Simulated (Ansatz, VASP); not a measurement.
# Co (Co strained to the junction's net): VASP beside Ansatz

Aim: how closely do two programs agree when they are given the same cell, functional and k mesh? The structure shown is the end of the Ansatz relaxation below.

Method: plane waves, with VASP 6.6.1 beside it; single point at PBE, in Ansatz 0.2.0.

## 1. Set-up

Symmetry: P6_3/mmc, No. 194, hexagonal system. Conventional cell: a = 2.508 Å, b = 2.508 Å, c = 4.023 Å, α = 90.00°, β = 90.00°, γ = 120.00°. Nearest to Co lie 12 Co at 2.48 to 2.51 Å.

## 2. Ansatz: relaxation, PBE

Ansatz runs on its default PAW (the set named soft_2) files.

This run makes the geometry at which the two programs are then compared.

Contents of input.yaml:

```yaml
crystal:
  lattice:
    - [4.344, 0.0, 0.0]
    - [-2.172, 3.762014354, 0.0]
    - [0.0, 0.0, 4.0095963875]
  atoms:
    - { symbol: Co, position: [0.66666667, 0.33333333, 0.0], spin: 1.7 }
    - { symbol: Co, position: [0.0, 0.0, 0.0], spin: 1.7 }
    - { symbol: Co, position: [0.33333333, 0.66666667, 0.0], spin: 1.7 }
    - { symbol: Co, position: [0.0, 0.66666667, 0.5], spin: 1.7 }
    - { symbol: Co, position: [0.33333333, 0.33333333, 0.5], spin: 1.7 }
    - { symbol: Co, position: [0.66666667, 0.0, 0.5], spin: 1.7 }
magnetization:
  spin_polarized: true
kpoints:
  mp_grid: { grid: [12, 12, 8] }
scf:
  occupations: { method: fermi_dirac, width: 0.1 }
  max_iter: 150
hamiltonian:
  xc: pbe
relax:
  f_tol: 0.01
  max_steps: 40
  cell: { fix: [a, b, angles] }
```

Started as:

```sh
ansatz run input.yaml --threads 8 --pin off --max-ram 40960MiB --backend cuda --events-out ev --progress --plain --runs-dir out
```

Numbers of over 12 decimals in the logs are rounded to 6 here.

Log:

```text
Engine: ansatz 0.2.0, aarch64-unknown-linux-gnu
Pseudopotentials: kind: paw
Pseudopotential: Co, paw, valence charge 17, recommended cutoff 420 eV (normal), Co.paw.azcp
Functional definition: PBE
  parameter kappa = 0.804
  parameter beta = 0.066725
  exchange = pbe_x(kappa = kappa, mu = beta*pi^2/3)
  correlation = pbe_c(beta = beta)
[...]
Crystal: 6 atoms, lattice volume = 65.526 Å³
Basis set: ecut = 420 eV, 1279 PW (Γ), exchange–correlation on 60×60×54 points (8 copies of the dense FFT grid, shifted against one another)
Bands: 68, of which v1, the nominal top of the filled ones, is band 51 counted from 1 (50 counted from 0)
Symmetry: 72 space group operations
Space group: P63/mmc (ITA 194), of the structure as read, at distance tolerance 4.0e-5 Å
Magnetic group: BNS 194.263 (UNI 1493), of the structure as read, at distance tolerance 4.0e-5 Å
k-points: 95 of 1152
Non-local potential: Co, projectors of the file, l = 0: 3, l = 1: 2, l = 2: 3, l = 3: 1
PAW form: soft (Blöchl's): semilocal exchange-correlation on the pseudo side does not see the compensation charge
PAW one-centre angular grid: Co, 590 points (default); XC on 64 Gauss nodes
Initial density: superposition of atomic densities (chi_scale 0.1, normalization cell)
Starting moments: Σ|m| = 10.2 μB on 6 of 6 sites
Initial wavefunctions: pseudopotential atomic-orbital guess
[...]
Functional: x = pbe(κ = 0.804, μ = 0.219515), c = pbe(β = 0.066725)
SCF iter   1: F=—  HF=-30755.057244 eV  |F-HF|=—  |Δ(HF+E_count)|=         —  Δρ=9.99e-2 (↑3.42e-2 ↓9.99e-2)  dr2=6.79e0  dr2_m=6.65e-1  M=9.766 μB ∫|m|=10.165 μB  β_m=0.30  ethr=3.10e-3  ⟨swp⟩=5.1  Hψ=40411  notcnv=0  defer=21
Mixer restart at iter 1: flushing history
preconditioner: auto → Kerker (q_TF=auto, 2.937 Å⁻¹)  [metal: Δε(μ)=0.003 eV  Ē_g=8.304 eV  σ=0.100 eV  W_gap=0.01  n_scr=26 (ndim 8)  ℏωp=33.7 eV  f_vac=0.000  D(μ)=6.19/eV (n_scr^D=70)]
spin=Collinear: Kerker preconditioning applied to the charge; magnetization (m = ρ↑ − ρ↓) channel mixes plain (no charge-response kernel on spin).
SCF iter   2: F=—  HF=-30752.977240 eV  |F-HF|=—  |Δ(HF+E_count)|=    2.08e0  Δρ=4.53e-2 (↑2.08e-2 ↓4.53e-2)  dr2=4.51e-1  dr2_m=6.14e-1  M=9.910 μB ∫|m|=10.433 μB  β_m=0.37  ethr=3.10e-3  ⟨swp⟩=2.1  Hψ=21513  notcnv=0  defer=382
[...]
SCF iter   4: F=—  HF=-30756.749138 eV  |F-HF|=—  |Δ(HF+E_count)|=         —  Δρ=2.12e-2 (↑2.12e-2 ↓7.30e-3)  dr2=3.04e-1  dr2_m=2.97e-2  M=9.794 μB ∫|m|=10.679 μB  β_m=0.65  ethr=4.99e-5  ⟨swp⟩=2.0  Hψ=25446  notcnv=0  defer=382
Mixer restart at iter 4: flushing history
SCF iter   5: F=—  HF=-30756.992844 eV  |F-HF|=—  |Δ(HF+E_count)|=   2.44e-1  Δρ=4.75e-3 (↑4.07e-3 ↓4.75e-3)  dr2=1.17e-2  dr2_m=8.24e-4  M=9.704 μB ∫|m|=10.644 μB  β_m=0.61  ethr=4.99e-5  ⟨swp⟩=2.0  Hψ=26503  notcnv=0  defer=382
[...]
SCF iter  12: F=-30756.992472 eV  HF=-30756.992472 eV  |F-HF|=4.29e-10  |Δ(HF+E_count)|=   1.68e-8  Δρ=7.84e-7 (↑5.19e-7 ↓7.84e-7)  dr2=6.60e-10  dr2_m=1.82e-11  M=9.659 μB ∫|m|=10.655 μB  ethr=9.80e-11  ⟨swp⟩=2.1  Hψ=38061  notcnv=0
SCF 1 converged in 12 iterations: F = -30756.992472 eV  dr2 = 6.60e-10
  greatest PAW one-centre occupation: 1.001 electrons in one spin orbital (limit 2), on the Co atom at site 5 (counted from 0), in its partial waves of l = 1
relax step   1: F+E_penalty+E_count = -30756.99247245 eV  Δ(F+E_penalty+E_count) = +0.000e0 eV  max|allowed force component| = 9.059e-18 eV/Å  Δτ_max = 0.0000 Å  P = -1.028 GPa  Ω = 65.526 Å³  fix = [a, b, alpha, beta, gamma]  reactions: a -2.236, b -2.236 GPa  (12 SCF iters, dr2 threshold 1.00e-7 eV, accepted)
[...]
relax step   2: F+E_penalty+E_count = -30756.99305566 eV  Δ(F+E_penalty+E_count) = -5.832e-4 eV  max|allowed force component| = 2.390e-17 eV/Å  Δτ_max = 0.0000 Å  P = -1.370 GPa  Ω = 65.632 Å³  energy of the carried Pulay correction = -1.205e-4 eV  fix = [a, b, alpha, beta, gamma]  reactions: a -2.420, b -2.420 GPa  (6 SCF iters, dr2 threshold 6.00e-7 eV, accepted)
[...]
relax step   3: F+E_penalty+E_count = -30756.99319165 eV  Δ(F+E_penalty+E_count) = -1.360e-4 eV  max|allowed force component| = 2.904e-17 eV/Å  Δτ_max = 0.0000 Å  P = -1.747 GPa  Ω = 65.750 Å³  energy of the carried Pulay correction = -2.536e-4 eV  fix = [a, b, alpha, beta, gamma]  reactions: a -2.623, b -2.623 GPa  (7 SCF iters, dr2 threshold 6.00e-7 eV, accepted)
[...]
relax step   4: F+E_penalty+E_count = -30756.99346569 eV  Δ(F+E_penalty+E_count) = -2.740e-4 eV  max|allowed force component| = 5.397e-17 eV/Å  Δτ_max = 0.0000 Å  P = -1.742 GPa  Ω = 65.750 Å³  fix = [a, b, alpha, beta, gamma]  reactions: a -2.621, b -2.621 GPa  stress off target by 1.61e-2 GPa on what of the cell is left free  SCF on the basis re-selected at this cell (its energy is not comparable with the rows above)  (8 SCF iters)
[...]
SCF converged after 8 iterations
[...]
E_hartree    = 7156.410468
  E_xc         = -953.397602
  E_vxc        = -1230.254381  (∫ρ·V_xc dr)
  E_paw        = -9090.776384  (= ΣΔE_a)
  E_vpaw       = -2930.767061  (= ΣTr[D̂ρ^β])
  E_aug_tail   = 0.000427  (compensation charges beyond the density's cutoff)
  E_ewald      = -16232.640436
  E_smearing   = -0.181870  (= −TS)
  E_closure    = 0.000000  (closes the sum)
  Σ components = -30756.993466   (vs F -30756.993466, Δ=0.00e0)
--- Forces (eV/Å), atoms counted from 1 ---
  atom   1  Co    -0.00000000     0.00000000    -0.00000000
  atom   2  Co    -0.00000000     0.00000000    -0.00000000
  atom   3  Co    -0.00000000    -0.00000000    -0.00000000
  atom   4  Co     0.00000000    -0.00000000     0.00000000
  atom   5  Co     0.00000000     0.00000000     0.00000000
  atom   6  Co     0.00000000    -0.00000000     0.00000000
  max |Σ_I F_I| component: 2.78e-17 eV/Å
--- Stress (GPa, compression-positive) ---
       -2.620723      -0.000000      -0.000000
       -0.000000      -2.620723      -0.000000
       -0.000000       0.000000       0.016116
  P = ⅓ Tr σ = -1.7418 GPa (-17.418 kbar)
--- Band table (eV; the first three rows and the last of 190) ---
  k-point 0 ↑: bands = [... 47 lower, 17.5474, 17.5474, 17.5474, 17.5474, 17.6401, 17.6401, 17.6786, 17.6786, ... 4 higher]
  k-point 1 ↑: bands = [... 47 lower, 17.5376, 17.5376, 17.5698, 17.5698, 17.5698, 17.5698, 17.6329, 17.6329, ... 4 higher]
  k-point 2 ↑: bands = [... 47 lower, 16.8447, 17.2005, 17.2005, 17.5951, 17.5951, 17.6213, 17.6213, 17.6213, ... 4 higher]
  k-point 94 ↓: bands = [... 47 lower, 18.3451, 19.3900, 19.3900, 19.3900, 19.3900, 19.3900, 19.3900, 19.9918, ... 4 higher]
--- Relaxed structure (3 steps of the walk, 3 accepted, 1 SCFs on fresh bases) ---
  F+E_penalty+E_count = -30756.99346569 eV   max|allowed force component| = 5.397e-17 eV/Å   (the final SCF, on the basis selected at the relaxed cell)
  cell:  # Å, volume = 65.7501 Å³
    - [4.344000, 0, 0]
    - [-2.172000, 3.762014, 0]
    - [0, 0, 4.023335]
  atoms:
    - { symbol: Co, position: [0.666667, 0.333333, 0] }
    - { symbol: Co, position: [0, 0, 0] }
    - { symbol: Co, position: [0.333333, 0.666667, 0] }
    - { symbol: Co, position: [-5.551115123125783e-17, 0.666667, 0.5] }
    - { symbol: Co, position: [0.333333, 0.333333, 0.5] }
    - { symbol: Co, position: [0.666667, 0, 0.5] }
```

## 3. VASP: single point, PBE

The same cell, functional, mesh and smearing now go to VASP, with its own data sets.

Lines of VASP's logs that name or quote its potential files are left out, and so is its time.

Contents of INCAR:

```
SYSTEM = Co
PREC = Accurate
ENCUT = 600
EDIFF = 1E-06
NELM = 200
ISMEAR = -1
SIGMA = 0.1
LREAL = .FALSE.
ALGO = Normal
GGA = PE
NBANDS = 42
ISPIN = 2
MAGMOM = 1.69 1.69 1.69 1.69 1.69 1.69
LASPH = .TRUE.
LMAXMIX = 4
LORBIT = 11
LWAVE = .FALSE.
LCHARG = .FALSE.
ISIF = 2
GGA_COMPAT = .FALSE.
KPAR = 2
```

Contents of POSCAR:

```
Co
1.0
    4.3440000000      0.0000000000      0.0000000000
   -2.1720000000      3.7620143540      0.0000000000
    0.0000000000      0.0000000000      4.0233348584
Co
6
Direct
    0.6666666667      0.3333333333      0.0000000000
    0.0000000000      1.0000000000      0.0000000000
    0.3333333333      0.6666666667      0.0000000000
    0.0000000000      0.6666666667      0.5000000000
    0.3333333333      0.3333333333      0.5000000000
    0.6666666667      1.0000000000      0.5000000000
```

Contents of KPOINTS:

```
Automatic mesh
0
Gamma
12 12 8
0 0 0
```

Potentials, in the order of the species: Co (PBE family, release 64).

Started as:

```sh
mpirun -np 2 vasp_std
```

Log:

```text
[banner, memory and clock lines left out]
running    2 mpi-ranks, on    1 nodes
 distrk:  each k-point on    1 cores,    2 groups
 distr:  one band on    1 cores,    1 groups

 POSCAR found type information on POSCAR Co
 POSCAR found :  1 types and       6 ions
 LDA part: xc-table for (Slater+PW92), standard interpolation
 POSCAR, INCAR and KPOINTS ok, starting setup
 FFT: planning ... GRIDC
 FFT: planning ... GRID_SOFT
 FFT: planning ... GRID
 WAVECAR not read
 entering main loop
       N       E                     dE             d eps       ncg     rms          rms(c)
DAV:   1     0.426622367642E+03    0.42662E+03   -0.24612E+04 16000   0.192E+03
DAV:   2    -0.139868730122E+02   -0.44061E+03   -0.41410E+03 15960   0.365E+02
DAV:   3    -0.480051685453E+02   -0.34018E+02   -0.30061E+02 16196   0.136E+02
DAV:   4    -0.487104808964E+02   -0.70531E+00   -0.70262E+00 18130   0.209E+01
DAV:   5    -0.487393747120E+02   -0.28894E-01   -0.28889E-01 23238   0.289E+00    0.254E+01
DAV:   6    -0.435829846841E+02    0.51564E+01   -0.46740E+01 17076   0.819E+01    0.130E+01
DAV:   7    -0.423704526597E+02    0.12125E+01   -0.67213E+00 17868   0.313E+01    0.649E+00
DAV:   8    -0.423357475359E+02    0.34705E-01   -0.10092E-01 19508   0.216E+00    0.316E+00
DAV:   9    -0.422904442297E+02    0.45303E-01   -0.19070E-02 21686   0.134E+00    0.104E+00
DAV:  10    -0.422912186969E+02   -0.77447E-03   -0.27415E-03 19210   0.441E-01    0.591E-01
DAV:  11    -0.422911875688E+02    0.31128E-04   -0.18630E-03 18914   0.399E-01    0.604E-02
DAV:  12    -0.422911982798E+02   -0.10711E-04   -0.16514E-04 17864   0.908E-02    0.347E-02
DAV:  13    -0.422911940419E+02    0.42380E-05   -0.10444E-05 21386   0.254E-02    0.196E-02
DAV:  14    -0.422911946082E+02   -0.56631E-06   -0.20071E-06 13482   0.111E-02
   1 F= -.42291195E+02 E0= -.42198697E+02  d E =-.184995E+00  mag=     9.6345
```

Parts of OUTCAR (step 3):

```text
ion  position               nearest neighbor table
   1  0.667  0.333  0.000-   6 2.48   6 2.48   4 2.48   4 2.48   5 2.48   5 2.48   3 2.51   2 2.51
                             3 2.51   2 2.51   2 2.51   3 2.51
   2  0.000  0.000  0.000-   4 2.48   5 2.48   4 2.48   5 2.48   6 2.48   6 2.48   1 2.51   3 2.51
                             3 2.51   1 2.51   1 2.51   3 2.51
   3  0.333  0.667  0.000-   4 2.48   4 2.48   6 2.48   6 2.48   5 2.48   5 2.48   1 2.51   2 2.51
                             1 2.51   2 2.51   2 2.51   1 2.51
   4  0.000  0.667  0.500-   2 2.48   2 2.48   3 2.48   3 2.48   1 2.48   1 2.48   5 2.51   6 2.51
                             6 2.51   6 2.51   5 2.51   5 2.51
   5  0.333  0.333  0.500-   2 2.48   2 2.48   3 2.48   3 2.48   1 2.48   1 2.48   4 2.51   6 2.51
                             6 2.51   6 2.51   4 2.51   4 2.51
   6  0.667  0.000  0.500-   1 2.48   1 2.48   2 2.48   2 2.48   3 2.48   3 2.48   4 2.51   5 2.51
                             4 2.51   5 2.51   5 2.51   4 2.51

  LATTYP: Found a hexagonal cell.
 ALAT       =     4.3440000000
 C/A-ratio  =     0.9261820576

 Subroutine GETGRP returns: Found 24 space group operations
 (whereof 12 operations were pure point group operations)

The static configuration has the point symmetry D_3h.
 The point group associated with its full space group is D_6h.

 Found     95 irreducible k-points:

   k-points           NKPTS =     95   k-points in BZ     NKDIM =     95   number of bands    NBANDS=     42

   dimension x,y,z NGX =    36 NGY =   36 NGZ =   32
   dimension x,y,z NGXF=    72 NGYF=   72 NGZF=   64

   ENCUT  =  600.0 eV  44.10 Ry    6.64 a.u.   8.68  8.68  8.04*2*pi/ulx,y,z

   NELECT =      54.0000    total number of electrons

 k-points in reciprocal lattice and weights: Automatic mesh
   0.00000000  0.00000000  0.00000000       0.001
   0.08333333  0.00000000  0.00000000       0.005
   0.16666667  0.00000000  0.00000000       0.005
   0.25000000  0.00000000  0.00000000       0.005
   0.33333333  0.00000000  0.00000000       0.005
   0.41666667  0.00000000  0.00000000       0.005
   0.50000000  0.00000000  0.00000000       0.003
   0.08333333  0.08333333  0.00000000       0.005
   0.16666667  0.08333333  0.00000000       0.010
[...]
0.33333333  0.25000000  0.50000000       0.010
   0.33333333  0.33333333  0.50000000       0.002

 average (electrostatic) potential at core
       1 -78.4262       2 -78.4262       3 -78.4262       4 -78.4262       5 -78.4262
       6 -78.4262

 E-fermi :  10.1121

 spin component 1
 k-point     1 :       0.0000    0.0000    0.0000
  band No.  band energies     occupation
    ...
     27       9.1853      0.99991
     28       9.2766      0.99976
     29       9.2766      0.99976
     30       9.3151      0.99965
     31       9.3151      0.99965
     32      10.1380      0.43552
     33      14.4902      0.00000
     34      14.4902      0.00000
     35      15.2815      0.00000
     36      15.2815      0.00000
    ...

 k-point     2 :       0.0833    0.0000    0.0000
  band No.  band energies     occupation
    ...
     27       9.2824      0.99975
     28       9.2873      0.99974
     29       9.3124      0.99966
     30       9.3225      0.99963
     31       9.3243      0.99962
     32      10.5985      0.00766
     33      13.4185      0.00000
     34      13.8212      0.00000
     35      14.7263      0.00000
     36      15.8820      0.00000
    ...

 k-point     3 :       0.1667    0.0000    0.0000
  band No.  band energies     occupation
    ...
     27       9.3139      0.99966
     28       9.3403      0.99956
     29       9.3533      0.99949
     30       9.3541      0.99949
     31       9.4144      0.99907
     32      11.3935      0.00000
     33      12.1509      0.00000
     34      13.0421      0.00000
     35      14.2745      0.00000
     36      16.5599      0.00000
    ...

 k-point     4 :       0.2500    0.0000    0.0000
  band No.  band energies     occupation
    ...
     27       9.3458      0.99953
     28       9.3621      0.99945
     29       9.3961      0.99922
     30       9.3994      0.99920
     31       9.4202      0.99901
     32      11.0959      0.00005
     33      12.2939      0.00000
     34      12.3698      0.00000
     35      13.9046      0.00000
     36      16.6433      0.00000
    ...

 k-point     5 :       0.3333    0.0000    0.0000
  band No.  band energies     occupation
    ...
     27       9.3737      0.99938
     28       9.3820      0.99933
     29       9.3854      0.99930
     30       9.4059      0.99914
     31       9.4518      0.99865
     32      10.2698      0.17116
     33      11.8402      0.00000
     34      13.2718      0.00000
     35      13.6136      0.00000
     36      16.7794      0.00000
    ...

 k-point     6 :       0.4167    0.0000    0.0000
  band No.  band energies     occupation
    ...
     28       9.3923      0.99925
     29       9.3955      0.99923
     30       9.4918      0.99798
     31       9.4937      0.99794
     32       9.6365      0.99147
     33      11.4950      0.00000
     34      13.4196      0.00000
     35      14.3198      0.00000
     36      16.6153      0.00000
     37      16.9865      0.00000
    ...

  Total       -1.3666458     -1.3666458     -0.3762493      0.0000000      0.0000000      0.0000000
  in kB      -33.3019832    -33.3019832     -9.1683210      0.0000000      0.0000000      0.0000000
  external PRESSURE =     -25.2574291 kB  Pullay stress =       0.0000000 kB

  energy-cutoff  :      600.00
  volume of cell :       65.75
      direct lattice vectors                 reciprocal lattice vectors
     4.344000000  0.000000000  0.000000000     0.230202578  0.132907521  0.000000000
    -2.172000000  3.762014354  0.000000000     0.000000000  0.265815041  0.000000000
     0.000000000  0.000000000  4.023334858     0.000000000  0.000000000  0.248550030

 POSITION                                       TOTAL-FORCE (eV/Angst)
 -----------------------------------------------------------------------------------
      2.17200      1.25400      0.00000         0.000000     -0.000000      0.000000
      0.00000      0.00000      0.00000        -0.000000     -0.000000      0.000000
     -0.00000      2.50801      0.00000        -0.000000      0.000000      0.000000
     -1.44800      2.50801      2.01167        -0.000000      0.000000     -0.000000
      0.72400      1.25400      2.01167        -0.000000      0.000000      0.000000
      2.89600      0.00000      2.01167         0.000000     -0.000000     -0.000000
 -----------------------------------------------------------------------------------
    total drift:                               -0.000000      0.000000      0.000000

  FREE ENERGIE OF THE ION-ELECTRON SYSTEM (eV)
  ---------------------------------------------------
  free  energy   TOTEN  =       -42.2911946082 eV

  energy  without entropy=      -42.1061995052  energy(sigma->0) =      -42.19869706

 total charge
# of ion       s       p       d       tot
------------------------------------------
    1        0.484   0.512   7.258   8.254
    2        0.484   0.512   7.258   8.254
    3        0.484   0.512   7.258   8.254
    4        0.484   0.512   7.258   8.254
    5        0.484   0.512   7.258   8.254
    6        0.484   0.512   7.258   8.254
--------------------------------------------------
tot          2.906   3.073  43.546  49.524

 magnetization (x)
# of ion       s       p       d       tot
------------------------------------------
    1       -0.015  -0.054   1.696   1.627
    2       -0.015  -0.054   1.696   1.627
    3       -0.015  -0.054   1.696   1.627
    4       -0.015  -0.054   1.696   1.627
    5       -0.015  -0.054   1.696   1.627
    6       -0.015  -0.054   1.696   1.627
--------------------------------------------------
tot         -0.089  -0.322  10.176   9.765

[... 6 further parts left out ...]
```

The run ends at a pressure of -2.53 GPa.

## 4. Side by side

Known differences besides the potentials themselves: VASP starts from the moments at which Ansatz ended; the data sets hold 102 valence electrons in Ansatz (on its default PAW (the set named soft_2) files) and 54 in VASP; the cutoff is 420 eV in Ansatz and 600 eV in VASP; Ansatz's pressure holds a Pulay correction, VASP's none; site moments are counted in spheres of each program's own size. Total energies have different zeros and are not compared.

Both answers:

```tsv
quantity	Ansatz	VASP	difference
pressure (GPa)	-1.74	-2.53	+0.78
total moment (μB)	9.68	9.63	+0.05
moment on Co1 (μB)	1.69	1.63	+0.06
moment on Co2 (μB)	1.69	1.63	+0.06
moment on Co3 (μB)	1.69	1.63	+0.06
moment on Co4 (μB)	1.69	1.63	+0.06
moment on Co5 (μB)	1.69	1.63	+0.06
moment on Co6 (μB)	1.69	1.63	+0.06
```

## 5. Results

* difference in total moment (single point, PBE): 0.046 μB
* difference in pressure (single point, PBE): 0.78 GPa

**Reading.** The difference in pressure is 0.78 GPa (single point, PBE), within the 1 GPa picked in this series as the mark of a large difference. The data sets hold unlike numbers of valence electrons (102 in Ansatz and 54 in VASP), so part of the differences comes from the potentials. How closely two codes agree says nothing of how well the functional describes the real material.

[Lines on the potential files, build, host, timing and source positions are cut from VASP's logs without a mark.]

[Logs are printed without paths, hosts, clocks, repeated set-up lines and the standing remarks that a program may print on its own settings, such as how far it seeks lower states.]

[Hosts, paths, dates, database ids (printed as entryN), source tags and the programs' standing remarks are cut or masked in the printed files.]
